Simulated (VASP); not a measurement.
Crystal: Be3Se2S.

```
Be Se S
1.0
     3.57800    0.00000    0.00000
    -1.78900    3.09864    0.00000
     0.00000    0.00000   17.53000
Be Se S
6 4 2
Direct
  0.66667 0.33333 0.62500
  0.33333 0.66667 0.79167
  0.66667 0.33333 0.95833
  0.33333 0.66667 0.45833
  0.66667 0.33333 0.29167
  0.33333 0.66667 0.12500
  0.33333 0.66667 0.66667
  0.66667 0.33333 0.83333
  0.33333 0.66667 0.33333
  0.66667 0.33333 0.16667
  0.33333 0.66667 0.00000
  0.66667 0.33333 0.50000
```

The cell was built by a generator and needn't be a form met in nature.

| Item | Value |
| --- | --- |
| Program | VASP 6.6.1 |
| Task | relaxation of cell and atoms |
| Functional | PBE |
| Potentials or basis | VASP PAW PBE potentials, release 64 (Be, Se, S) |
| Cutoff | 520 eV |
| k mesh | 5 × 5 × 1 |
| Occupations | gaussian, width 0.15 eV |
| Spin | no spin polarisation |

At the start: pressure 1.5 GPa; volume 16.20 Å³/atom.

Problem. Where does the relaxation end?

Solution. Over 12 steps the energy falls by 13.4 meV/atom and the volume is 16.40 Å³/atom (+1.3 %); space group P6_3mc (No. 186, to 0.05 Å).

The path:
```tsv
step	energy change (eV)	largest force (eV/Å)	pressure (GPa)	volume (Å³)
1	0.0000	0.7658	1.51	194.35
2	-0.1048	0.4271	-0.71	198.66
3	-0.1140	0.3470	-0.88	199.81
4	-0.1120	0.2913	-1.82	202.12
5	-0.1165	0.2726	-1.29	200.79
6	-0.1538	0.1872	-0.51	198.10
7	-0.1539	0.1735	0.35	195.94
8	-0.1571	0.1587	0.28	196.76
9	-0.1572	0.1693	0.08	197.18
10	-0.1573	0.1555	0.04	197.05
11	-0.1572	0.1541	0.06	196.88
12	-0.1611	0.0543	0.20	196.85
```

Final structure:
```
CELL_PARAMETERS angstrom
3.58430 0.00000 0.00000
-1.79215 3.10409 0.00000
0.00000 0.00000 17.69294
ATOMIC_POSITIONS crystal
Be 0.66667 0.33333 0.61975
Be 0.33333 0.66667 0.79152
Be 0.66667 0.33333 0.96319
Be 0.33333 0.66667 0.46319
Be 0.66667 0.33333 0.29152
Be 0.33333 0.66667 0.11975
Se 0.33333 0.66667 0.66477
Se 0.66667 0.33333 0.83558
Se 0.33333 0.66667 0.33558
Se 0.66667 0.33333 0.16477
S 0.33333 0.66667 0.00019
S 0.66667 0.33333 0.50019
```
